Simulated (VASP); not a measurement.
# LiY (P6_3mc) in VASP: relaxation of cell and atoms with PBE

Aim: the relaxation of cell and atoms of LiY with PBE.

Everything below comes from runs of VASP 6.6.1. Logs are shortened: lines on timing, memory, paths and dates and some standing lists are left out, and cuts for length are marked.

### 1 The structure

It takes space group P6_3mc (No. 186, hexagonal). Conventional cell: a = 3.694 Å, b = 3.694 Å, c = 6.065 Å, α = 90.00°, β = 90.00°, γ = 120.00°. Li (site symmetry 3m) is surrounded by 4 Y at 2.24 to 2.34 Å. Around Y (site symmetry 3m) lie 4 Li at 2.24 to 2.34 Å.

The cell was built by a generator and needn't be a form met in nature.

### 2 Relaxation of cell and atoms, PBE

Contents of INCAR:

```
  PREC = Accurate
  ENCUT = 600
  EDIFF = 1E-6
  ISMEAR = 1
  SIGMA = 0.1
  LREAL = False
  LASPH = True
  NELM = 80
  ALGO = Normal
  ISIF = 3
  LWAVE = False
  LCHARG = False
  GGA = PE
  IBRION = 2
  NSW = 40
  EDIFFG = -0.02
```

Contents of KPOINTS:

```
regular mesh
0
Gamma
  8 8 5
```

Contents of POSCAR:

```
LiY
1.0
    3.6939434300      0.0000000000      0.0000000000
   -1.8469717200      3.1990488500      0.0000000000
    0.0000000000      0.0000000000      6.0652468100
Li Y
2 2
Direct
    0.3333333300      0.6666666700      0.0000000000
    0.6666666700      0.3333333300      0.5000000000
    0.3333333300      0.6666666700      0.3849999900
    0.6666666700      0.3333333300      0.8849999900
```

Potentials or basis: VASP PAW PBE potentials, release 64 (Li_sv, Y_sv).

Command:

```
$ cat potpaw_PBE.64/Li_sv/POTCAR potpaw_PBE.64/Y_sv/POTCAR > POTCAR
$ mpirun -np 1 vasp_std > vasp.out
```

OUTCAR:

```text
PREC = Accurate
   ENCUT = 600
   EDIFF = 1E-6
   ISMEAR = 1
   LREAL = False
   LASPH = True
   NELM = 80
   ISIF = 3
   GGA = PE
   IBRION = 2
   NSW = 40
   EDIFFG = -0.02

 ion  position               nearest neighbor table
   1  0.333  0.667  0.000-   4 2.24   4 2.24   4 2.24   3 2.34
   2  0.667  0.333  0.500-   3 2.24   3 2.24   3 2.24   4 2.34
   3  0.333  0.667  0.385-   2 2.24   2 2.24   2 2.24   1 2.34   4 3.71   4 3.71   4 3.71   4 3.71
                             4 3.71   4 3.71
   4  0.667  0.333  0.885-   1 2.24   1 2.24   1 2.24   2 2.34   3 3.71   3 3.71   3 3.71   3 3.71
                             3 3.71   3 3.71

  LATTYP: Found a hexagonal cell.
 ALAT       =     3.6939434300
 C/A-ratio  =     1.6419436098

  Lattice vectors:

 A1 = (   3.6939434300,   0.0000000000,   0.0000000000)
 A2 = (  -1.8469717200,   3.1990488500,   0.0000000000)
 A3 = (   0.0000000000,   0.0000000000,   6.0652468100)

Analysis of symmetry for initial positions (statically):
=====================================================================
 Subroutine PRICEL returns:
 Original cell was already a primitive cell.

 Routine SETGRP: Setting up the symmetry group for a
 hexagonal supercell.

 Subroutine GETGRP returns: Found 12 space group operations
 (whereof  6 operations were pure point group operations)
 out of a pool of 24 trial point group operations.

The static configuration has the point symmetry C_3v.
 The point group associated with its full space group is C_6v.

Analysis of symmetry for dynamics (positions and initial velocities):
=====================================================================
 Subroutine PRICEL returns:
 Original cell was already a primitive cell.

 Routine SETGRP: Setting up the symmetry group for a
 hexagonal supercell.

 Subroutine GETGRP returns: Found 12 space group operations
 (whereof  6 operations were pure point group operations)
 out of a pool of 24 trial point group operations.

The dynamic configuration has the point symmetry C_3v.
 The point group associated with its full space group is C_6v.

 Subroutine INISYM returns: Found 12 space group operations
 (whereof  6 operations are pure point group operations),
 and found     1 'primitive' translations

----------------------------------------------------------------------------------------

                                     Primitive cell

  volume of cell :      71.6737

  direct lattice vectors                    reciprocal lattice vectors
     3.693943430  0.000000000  0.000000000     0.270713404  0.156296457  0.000000000
    -1.846971720  3.199048850  0.000000000     0.000000000  0.312592913  0.000000000
     0.000000000  0.000000000  6.065246810     0.000000000  0.000000000  0.164873752

  length of vectors
     3.693943430  3.693943432  6.065246810     0.312592914  0.312592913  0.164873752

  position of ions in fractional coordinates (direct lattice)
     0.333333330  0.666666670  0.000000000
     0.666666670  0.333333330  0.500000000
     0.333333330  0.666666670  0.384999990
     0.666666670  0.333333330  0.884999990

  ion indices of the primitive-cell ions
   primitive index   ion index
                 1           1
                 2           2
                 3           3
                 4           4

----------------------------------------------------------------------------------------

 KPOINTS: regular mesh

Automatic generation of k-mesh.
 Grid dimensions read from file:
 generate k-points for:    8    8    5

 Generating k-lattice:

  Cartesian coordinates                     Fractional coordinates (reciprocal lattice)
     0.033839175  0.019537057  0.000000000     0.125000000  0.000000000  0.000000000
     0.000000000  0.039074114  0.000000000     0.000000000  0.125000000  0.000000000
     0.000000000  0.000000000  0.032974750     0.000000000  0.000000000  0.200000000

  Length of vectors
     0.039074114  0.039074114  0.032974750

  Shift w.r.t. Gamma in fractional coordinates (k-lattice)
     0.000000000  0.000000000  0.000000000

 Subroutine IBZKPT returns following result:
 ===========================================

 Found     30 irreducible k-points:

 Following reciprocal coordinates:
            Coordinates               Weight
  0.000000  0.000000  0.000000      1.000000
  0.125000  0.000000  0.000000      6.000000
  0.250000  0.000000  0.000000      6.000000
  0.375000  0.000000  0.000000      6.000000
  0.500000  0.000000  0.000000      3.000000
  0.125000  0.125000  0.000000      6.000000
[... 16 lines left out ...]
  0.250000  0.000000  0.400000     12.000000
  0.375000  0.000000  0.400000     12.000000
 [... further k-points ...]
   k-points           NKPTS =     30   k-points in BZ     NKDIM =     30   number of bands    NBANDS=     18
   number of dos      NEDOS =    301   number of ions     NIONS =      4
   total plane-waves  NPLWV =  43200
   dimension x,y,z NGX =    30 NGY =   30 NGZ =   48
   dimension x,y,z NGXF=    60 NGYF=   60 NGZF=   96
   ions per type =               2   2
   NGX,Y,Z   is equivalent  to a cutoff of  13.50, 13.50, 13.16 a.u.
   NGXF,Y,Z  is equivalent  to a cutoff of  27.00, 27.00, 26.31 a.u.
 SYSTEM =  unknown system
   PREC   = accura    normal or accurate (medium, high low for compatibility)
   ISTART =      0    job   : 0-new  1-cont  2-samecut
   ICHARG =      2    charge: 1-file 2-atom 10-const
   ISPIN  =      1    spin polarized calculation?
   LNONCOLLINEAR =      F non collinear calculations
   LSORBIT =      F    spin-orbit coupling
   LASPH  =      T    aspherical Exc in radial PAW
   ENCUT  =  600.0 eV  44.10 Ry    6.64 a.u.   7.38  7.38 12.11*2*pi/ulx,y,z
   NELM   =     80;   NELMIN=  2; NELMDL= -5     # of ELM steps
   EDIFF  = 0.1E-05   stopping-criterion for ELM
   LREAL  =      F    real-space projection
   EDIFFG = -.2E-01   stopping-criterion for IOM
   NSW    =     40    number of steps for IOM
   IBRION =      2    ionic relax: 0-MD 1-quasi-New 2-CG
   NFREE  =      1    steps in history (QN), initial steepest desc. (CG)
   ISIF   =      3    stress and relaxation
   ISYM   =      2    0-nonsym 1-usesym 2-fastsym
   POTIM  = 0.5000    time-step for ionic-motion
   TEBEG  =    0.0;   TEEND  =   0.0 temperature during run
   PSTRESS=    0.0 pullay stress
   NELECT =      28.0000    total number of electrons
   NUPDOWN=      -1.0000    fix difference up-down
   EMIN   =  10.00;   EMAX   =-10.00  energy-range for DOS
   EFERMI =   0.00;   METHOD = LEGACY
   ISMEAR =     1;   SIGMA  =   0.10  broadening in eV -4-tet -1-fermi 0-gaus
   EFERMI_NEDOS =   21; number of points for ismear=-14 and -15
   IALGO  =     38    algorithm
   IMIX   =      4    mixing-type and parameters
     AMIX     =   0.40;   BMIX     =  1.00
     AMIX_MAG =   1.60;   BMIX_MAG =  1.00
  volume/ion in A,a.u.               =      17.92       120.92
  Fermi-wavevector in a.u.,A,eV,Ry     =   1.196762  2.261551 19.486785  1.432238
  Thomas-Fermi vector in A             =   2.332694
   LORBIT       =      0    0 simple, 1 ext, 2 COOP (PROOUT), +10 PAW based schemes
   GGA     = PE    functional components
   LHFCALC =     F    Hartree Fock is set to
   AEXX    =    0.0000 exact exchange contribution
   IVDW    =     0    specifies the selected vdW correction
   LEPSILON=     F    determine dielectric tensor
   LRPA    =     F    only Hartree local field effects (RPA)
 conjugate gradient relaxation of ions
 non-spin polarized calculation
 Methfessel and Paxton  Order N= 1 SIGMA  =   0.10
  energy-cutoff  :      600.00
  volume of cell :       71.67
 maximum number of plane-waves:      2430
 NGX is ok and might be reduce to    30
   NGX = 15   NGY = 15   NGZ = 25

--------------------------------------- Ionic step        1  -------------------------------------------

 number of electron      28.0000022 magnetization

 Free energy of the ion-electron system (eV)
  ---------------------------------------------------
  ext. energy  EPLUGINS =         0.00000000
  ---------------------------------------------------
  free energy    TOTEN  =        -8.81917322 eV

  energy without entropy =       -8.82089824  energy(sigma->0) =       -8.81974822

------------------------ aborting loop because EDIFF is reached ----------------------------------------

  FORCE on cell =-STRESS in cart. coord.  units (eV):
  Direction    XX          YY          ZZ          XY          YZ          ZX
  --------------------------------------------------------------------------------------
  -------------------------------------------------------------------------------------
  Total       10.5532080     10.5532080      9.3717745     -0.0000000      0.0000000     -0.0000000
  in kB      235.9041010    235.9041009    209.4945951     -0.0000004      0.0000000     -0.0000000
  external PRESSURE =     227.1009323 kB  Pullay stress =       0.0000000 kB
[... 95 lines left out ...]
  FREE ENERGIE OF THE ION-ELECTRON SYSTEM (eV)
  ---------------------------------------------------
  free  energy   TOTEN  =       -11.6714600468 eV

  energy  without entropy=      -11.6710130277  energy(sigma->0) =      -11.67131104

 E-fermi :   2.8477     XC(G=0):  -9.0529

 val. band max:        2.8467149117   @ k =   0.3750   0.2500   0.4000
 cond. band min:       2.8500850116   @ k =   0.3750   0.2500   0.2000
 fundamental gap:      0.0033700999
 Fermi energy:         2.8476740630

 k-point     1 :       0.0000    0.0000    0.0000
  band No.  band energies     occupation
      1     -44.0395      2.00000
      2     -44.0317      2.00000
      3     -39.7328      2.00000
      4     -39.7315      2.00000
      5     -19.8933      2.00000
      6     -19.8905      2.00000
[... 481 lines left out ...]
      5     -20.0701      2.00000
      6     -20.0699      2.00000
[... 10 lines left out ...]
     17       4.7693     -0.00000
     18       4.9255      0.00000

 [... further k-points ...]

[... ionic steps 4 to 19 ...]

--------------------------------------- Ionic step       20  -------------------------------------------

 number of electron      28.0000089 magnetization

------------------------ aborting loop because EDIFF is reached ----------------------------------------
[... 71 lines left out ...]
--------------------------------------- Ionic step       22  -------------------------------------------

 number of electron      28.0000087 magnetization

 Free energy of the ion-electron system (eV)
  ---------------------------------------------------
  ext. energy  EPLUGINS =         0.00000000
  ---------------------------------------------------
  free energy    TOTEN  =       -14.25907898 eV

  energy without entropy =      -14.26134946  energy(sigma->0) =      -14.25983581

 E-fermi :   2.2660     XC(G=0):  -8.6044

 val. band max:        2.2517584686   @ k =   0.3750   0.1250   0.0000
 cond. band min:       2.2904170477   @ k =   0.5000   0.0000   0.0000
 fundamental gap:      0.0386585791
 Fermi energy:         2.2660154276

 k-point     1 :       0.0000    0.0000    0.0000
  band No.  band energies     occupation
      1     -44.8845      2.00000
      2     -44.8739      2.00000
      3     -40.5557      2.00000
      4     -40.5553      2.00000
      5     -20.6724      2.00000
      6     -20.6705      2.00000
[... 481 lines left out ...]
      5     -20.7590      2.00000
      6     -20.7589      2.00000
[... 10 lines left out ...]
     17       3.9002     -0.00000
     18       4.0124     -0.00000

 [... further k-points ...]

------------------------ aborting loop because EDIFF is reached ----------------------------------------

  FORCE on cell =-STRESS in cart. coord.  units (eV):
  Direction    XX          YY          ZZ          XY          YZ          ZX
  --------------------------------------------------------------------------------------
  -------------------------------------------------------------------------------------
  Total        0.0352367      0.0352367      0.0215049     -0.0000000     -0.0000000      0.0000000
  in kB        0.5488510      0.5488510      0.3349635     -0.0000000     -0.0000000      0.0000000
  external PRESSURE =       0.4775552 kB  Pullay stress =       0.0000000 kB
[... 19 lines left out ...]
  FREE ENERGIE OF THE ION-ELECTRON SYSTEM (eV)
  ---------------------------------------------------
  free  energy   TOTEN  =       -14.2590789803 eV

  energy  without entropy=      -14.2613494627  energy(sigma->0) =      -14.25983581

 reached required accuracy - stopping structural energy minimisation
```

It took 13 min on 1 thread of Intel Xeon Platinum 8488C (Sapphire Rapids), shared host; peak memory 0.23 GiB.

What came out:

* Free energy: -14.2591 eV
* Relaxed volume: 25.72 Å³/atom
* Relaxed cell: a = 3.396 Å, b = 3.396 Å, c = 10.301 Å, α = 90.00°, β = 90.00°, γ = 120.00°
* Space group after relaxing (to 0.05 Å): P6_3mc (No. 186)
* Energy gained by relaxing: 1360.0 meV/atom
* Ionic steps: 22
* Pressure after relaxing: 0.0 GPa
* Band gap on the k mesh: none (metal or under the smearing width)

The path:
| step | energy change (eV) | largest force (eV/Å) | pressure (GPa) | volume (Å³) |
| --- | --- | --- | --- | --- |
| 1 | 0.0000 | 0.4763 | 22.71 | 71.67 |
| 2 | -2.4193 | 0.2793 | 6.13 | 101.37 |
| 3 | -2.8523 | 0.0078 | 0.37 | 123.44 |
| 4 | -2.8543 | 0.0086 | 0.03 | 125.17 |
| 5 | -2.8532 | 0.0203 | -0.23 | 126.45 |
| 6 | -2.8577 | 0.0814 | -0.04 | 125.50 |
| 7 | -2.8586 | 0.1491 | 0.09 | 124.87 |
| 8 | -2.8634 | 0.1972 | 0.13 | 124.57 |
| 9 | -2.8877 | 0.3373 | 0.24 | 123.62 |
| 10 | -2.9852 | 0.5945 | 0.37 | 121.60 |
| 11 | -3.3710 | 0.9442 | 0.43 | 117.10 |
| 12 | -4.5240 | 0.9587 | 0.83 | 106.49 |
| 13 | -4.5809 | 0.1420 | 9.50 | 80.77 |
| 14 | -5.2879 | 0.3129 | 3.21 | 94.05 |
| 15 | -5.2876 | 0.2148 | 4.16 | 91.26 |
| 16 | -5.2739 | 0.1855 | 4.48 | 90.43 |
| 17 | -5.3690 | 0.0930 | 2.73 | 94.57 |
| 18 | -5.4251 | 0.1208 | -0.98 | 106.42 |
| 19 | -5.4375 | 0.0640 | 0.01 | 102.81 |
| 20 | -5.4375 | 0.0597 | 0.08 | 102.55 |
| 21 | -5.4391 | 0.0343 | 0.06 | 102.68 |
| 22 | -5.4399 | 0.0017 | 0.05 | 102.86 |

Final structure:
```
Li Y
1.0
     3.39557    0.00000    0.00000
    -1.69779    2.94065    0.00000
     0.00000    0.00000   10.30135
Li Y
2 2
Cartesian
  0.0000 1.9604 0.5979
  1.6978 0.9802 5.7486
  0.0000 1.9604 3.3681
  1.6978 0.9802 8.5188
```

Levels at points of the mesh, in eV from the Fermi level:
```
           k point  band 12  band 13  band 14  band 15  band 16  band 17
(0.00, 0.00, 0.00)    -3.59    -1.60    -0.82     0.59     0.98     1.99
(0.50, 0.00, 0.00)    -1.51    -1.17    -0.45     0.02     0.86     1.75
```

Caveat: the cutoff is under 1.25 times the usual one of these potentials, so pressure, stress and relaxed cells hold a basis-set (Pulay) error; the volume moved by over 15 % at a fixed basis, so the end points are rough.

### 3 For comparison

An earlier run on the cell as given: functional PBE; potentials or basis VASP PAW PBE potentials, release 64 (Li_sv, Y_sv); cutoff 520 eV; k mesh 8 × 8 × 5; occupations fermi-dirac, width 0.05 eV; no spin polarisation.

* Largest force: 0.470 eV/Å
* Band gap on the k mesh: none (metal or under the smearing width)
